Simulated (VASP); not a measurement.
Output of a VASP run:

**OUTCAR**
```
 ion  position               nearest neighbor table
   1  0.000  0.000  0.000-
  LATTYP: Found a base centered orthorhombic cell.
 ALAT       =     4.3048126306
 B/A-ratio  =     1.7321396440
 C/A-ratio  =     0.9054835707
 Subroutine PRICEL returns:
 Original cell was already a primitive cell.
 Subroutine GETGRP returns: Found  8 space group operations
The static configuration has the point symmetry D_2h.
The dynamic configuration has the point symmetry D_2h.
 Subroutine INISYM returns: Found  8 space group operations
 Subroutine IBZKPT returns following result:
 Found    125 irreducible k-points:

 Following reciprocal coordinates:
            Coordinates               Weight
  0.000000  0.000000  0.000000      1.000000
  0.111111  0.000000  0.000000      4.000000
  0.222222  0.000000  0.000000      4.000000
  0.333333  0.000000  0.000000      4.000000
  0.444444  0.000000  0.000000      4.000000
  0.111111  0.111111  0.000000      2.000000
  0.222222  0.111111  0.000000      4.000000
  0.333333  0.111111  0.000000      4.000000
  0.444444  0.111111  0.000000      4.000000
 -0.444444  0.111111  0.000000      4.000000
 -0.333333  0.111111  0.000000      4.000000
 -0.222222  0.111111  0.000000      4.000000
 -0.111111  0.111111  0.000000      2.000000
  0.222222  0.222222  0.000000      2.000000
  0.333333  0.222222  0.000000      4.000000
  0.444444  0.222222  0.000000      4.000000
 -0.444444  0.222222  0.000000      4.000000
 -0.333333  0.222222  0.000000      4.000000
 -0.222222  0.222222  0.000000      2.000000
  0.333333  0.333333  0.000000      2.000000
  0.444444  0.333333  0.000000      4.000000
 -0.444444  0.333333  0.000000      4.000000
 -0.333333  0.333333  0.000000      2.000000
  0.444444  0.444444  0.000000      2.000000
 -0.444444  0.444444  0.000000      2.000000
  0.000000  0.000000  0.111111      2.000000
  0.111111  0.000000  0.111111      8.000000
  0.222222  0.000000  0.111111      8.000000
  0.333333  0.000000  0.111111      8.000000
  0.444444  0.000000  0.111111      8.000000
  0.111111  0.111111  0.111111      4.000000
  0.222222  0.111111  0.111111      8.000000
  0.333333  0.111111  0.111111      8.000000
  0.444444  0.111111  0.111111      8.000000
 -0.444444  0.111111  0.111111      8.000000
 -0.333333  0.111111  0.111111      8.000000
 -0.222222  0.111111  0.111111      8.000000
 -0.111111  0.111111  0.111111      4.000000
  0.222222  0.222222  0.111111      4.000000
  0.333333  0.222222  0.111111      8.000000
   k-points           NKPTS =    125   k-points in BZ     NKDIM =    125   number of bands    NBANDS=      9
   number of dos      NEDOS =    301   number of ions     NIONS =      1
   total plane-waves  NPLWV =  21952
   dimension x,y,z NGX =    28 NGY =   28 NGZ =   28
   dimension x,y,z NGXF=    56 NGYF=   56 NGZF=   56
   ions per type =               1
   PREC   = accura    normal or accurate (medium, high low for compatibility)
   ISTART =      0    job   : 0-new  1-cont  2-samecut
   ICHARG =      2    charge: 1-file 2-atom 10-const
   ISPIN  =      1    spin polarized calculation?
   LNONCOLLINEAR =      F non collinear calculations
   LSORBIT =      F    spin-orbit coupling
   INIWAV =      1    electr: 0-lowe 1-rand  2-diag
   ENCUT  =  400.0 eV  29.40 Ry    5.42 a.u.   7.02  7.02  6.36*2*pi/ulx,y,z
   NELM   =    100;   NELMIN=  2; NELMDL= -5     # of ELM steps
   EDIFF  = 0.1E-05   stopping-criterion for ELM
   LREAL  =      F    real-space projection
   NLSPLINE    = F    spline interpolate recip. space projectors
   LMAXMIX     =    4 max onsite mixed and CHGCAR
   VOSKOWN=      0    Vosko Wilk Nusair interpolation
   EDIFFG = -.1E-01   stopping-criterion for IOM
   NSW    =     60    number of steps for IOM
   NBLOCK =      1;   KBLOCK =     60    inner block; outer block
...
```

**OSZICAR**
```
...
DAV:   3    -0.262869059465E+02    0.74132E-05   -0.48913E-05  2430   0.483E-02    0.253E-03
DAV:   4    -0.262869083992E+02   -0.24526E-05   -0.39162E-06  2299   0.181E-02    0.207E-03
DAV:   5    -0.262869086481E+02   -0.24893E-06   -0.79785E-08  1153   0.177E-03
   4 F= -.26286909E+02 E0= -.26286634E+02  d E =-.614073E-04
       N       E                     dE             d eps       ncg     rms          rms(c)
DAV:   1    -0.262869630141E+02   -0.54615E-04   -0.18097E-03  2258   0.356E-01    0.321E-02
DAV:   2    -0.262869280212E+02    0.34993E-04   -0.10604E-04  2270   0.100E-01    0.161E-02
DAV:   3    -0.262869157777E+02    0.12244E-04   -0.64291E-05  2548   0.628E-02    0.317E-03
DAV:   4    -0.262869193341E+02   -0.35564E-05   -0.68534E-06  2428   0.271E-02    0.281E-03
DAV:   5    -0.262869186813E+02    0.65283E-06   -0.40192E-07  1152   0.664E-03
   5 F= -.26286919E+02 E0= -.26286648E+02  d E =-.100332E-04
       N       E                     dE             d eps       ncg     rms          rms(c)
DAV:   1    -0.262873184636E+02   -0.39913E-03   -0.16113E-02  2256   0.106E+00    0.958E-02
DAV:   2    -0.262869998956E+02    0.31857E-03   -0.95444E-04  2267   0.298E-01    0.479E-02
DAV:   3    -0.262868795946E+02    0.12030E-03   -0.59053E-04  2568   0.191E-01    0.965E-03
DAV:   4    -0.262869205180E+02   -0.40923E-04   -0.62563E-05  2429   0.840E-02    0.854E-03
DAV:   5    -0.262869122623E+02    0.82557E-05   -0.10912E-05  2272   0.360E-02    0.472E-03
DAV:   6    -0.262869185302E+02   -0.62679E-05   -0.14855E-05  2494   0.416E-02    0.121E-03
DAV:   7    -0.262869185691E+02   -0.38950E-07   -0.70190E-07  1793   0.760E-03
   6 F= -.26286919E+02 E0= -.26286659E+02  d E =-.992103E-05
       N       E                     dE             d eps       ncg     rms          rms(c)
DAV:   1    -0.262869666555E+02   -0.48125E-04   -0.17324E-03  2256   0.348E-01    0.314E-02
DAV:   2    -0.262869279545E+02    0.38701E-04   -0.98788E-05  2267   0.972E-02    0.158E-02
DAV:   3    -0.262869146849E+02    0.13270E-04   -0.59321E-05  2530   0.616E-02    0.302E-03
DAV:   4    -0.262869193518E+02   -0.46670E-05   -0.80178E-06  2422   0.300E-02    0.267E-03
DAV:   5    -0.262869195000E+02   -0.14815E-06   -0.17594E-06  2268   0.146E-02
   7 F= -.26286919E+02 E0= -.26286656E+02  d E =-.108519E-04
       N       E                     dE             d eps       ncg     rms          rms(c)
DAV:   1    -0.262869679801E+02   -0.48628E-04   -0.18088E-03  2258   0.358E-01    0.327E-02
DAV:   2    -0.262869279714E+02    0.40009E-04   -0.10919E-04  2259   0.998E-02    0.162E-02
DAV:   3    -0.262869124849E+02    0.15487E-04   -0.68780E-05  2585   0.661E-02    0.319E-03
DAV:   4    -0.262869188496E+02   -0.63647E-05   -0.84550E-06  2423   0.308E-02    0.288E-03
DAV:   5    -0.262869189560E+02   -0.10645E-06   -0.12823E-06  2067   0.122E-02
   8 F= -.26286919E+02 E0= -.26286651E+02  d E =-.103080E-04
       N       E                     dE             d eps       ncg     rms          rms(c)
DAV:   1    -0.262869375030E+02   -0.18653E-04   -0.50437E-04  2254   0.162E-01    0.117E-02
DAV:   2    -0.262869298903E+02    0.76127E-05   -0.91050E-06  2752   0.202E-02    0.645E-03
DAV:   3    -0.262869281009E+02    0.17894E-05   -0.28082E-05  2425   0.313E-02    0.172E-03
DAV:   4    -0.262869283802E+02   -0.27933E-06   -0.18997E-07  1238   0.324E-03
   9 F= -.26286928E+02 E0= -.26286663E+02  d E =-.942420E-05
```

File OUTCAR:
```
------------------------ aborting loop because EDIFF is reached ----------------------------------------
  FORCE on cell =-STRESS in cart. coord.  units (eV):
  Direction    XX          YY          ZZ          XY          YZ          ZX
  --------------------------------------------------------------------------------------
  Total        0.0072359      0.0076921     -0.0067129      0.0000000      0.0000000      0.0000000
  in kB        0.1841011      0.1957080     -0.1707928      0.0000000      0.0000000      0.0000000
  external PRESSURE =       0.0696721 kB  Pullay stress =       0.0000000 kB
  volume of cell :       62.97
      direct lattice vectors                 reciprocal lattice vectors
     2.155583252 -3.733198154  0.000000000     0.231955782 -0.133933421  0.000000000
     2.155583252  3.733198154  0.000000000     0.231955782  0.133933421  0.000000000
     0.000000000  0.000000000  3.912660771     0.000000000  0.000000000  0.255580552
 POSITION                                       TOTAL-FORCE (eV/Angst)
 -----------------------------------------------------------------------------------
      0.00000     -0.00000      0.00000        -0.000000      0.000000      0.000000
 -----------------------------------------------------------------------------------
    total drift:                               -0.000000     -0.000000     -0.000000
  FREE ENERGIE OF THE ION-ELECTRON SYSTEM (eV)
  ---------------------------------------------------
  free  energy   TOTEN  =       -26.2869283802 eV

  energy  without entropy=      -26.2861326296  energy(sigma->0) =      -26.28666313

 reached required accuracy - stopping structural energy minimisation
```
(Selected blocks of OUTCAR.)

### POSCAR
```
Ba
1
    2.1524063153    -3.7282683087     0.0000000000
    2.1524063153     3.7282683087     0.0000000000
    0.0000000000     0.0000000000     3.8979371120
Ba
1
Direct
  1.0000000000   1.0000000000   0.0000000000
```

**Question.** Write an INCAR and KPOINTS that could have produced this output.

**Answer.** This is not unique; one that fits is the input of the run itself, r2SCAN meta-GGA, plane waves, VASP's PBE PAW potentials (set 64).

**KPOINTS**
```
Automatic mesh
0
Gamma
9 9 9
0 0 0
```

**INCAR**
```
! general
SYSTEM =Ba
PREC   =Accurate
ENCUT  =400   ! plane-wave cut-off (eV)
LREAL  =F   ! projection in real space or not
LASPH  =T   ! aspherical one-centre terms

! electronic loop
EDIFF  =1E-6   ! SCF stop (eV)
NELM   =100   ! most electronic steps
ALGO   =Normal
LMAXMIX=4   ! l cut-off of mixed one-centre charges
LMIXTAU=T

! smearing
ISMEAR =1
SIGMA  =0.1

! functional
METAGGA=R2SCAN

! ions
IBRION =2
NSW    =60   ! most ionic steps
ISIF   =3
EDIFFG =-0.01

! output
LWAVE  =F
LCHARG =F
```

POTCAR, in this order: Ba_sv (PBE.64 set). Program: vasp_std.

The structure comes from a measured Ba entry (Cmmm) of the Crystallography Open Database, whose conditions weren't checked. This run relaxes it. It ends in space group P6/mmm. Symmetry was kept, so distortions that lower it aren't found. The start is the result of an earlier pass.
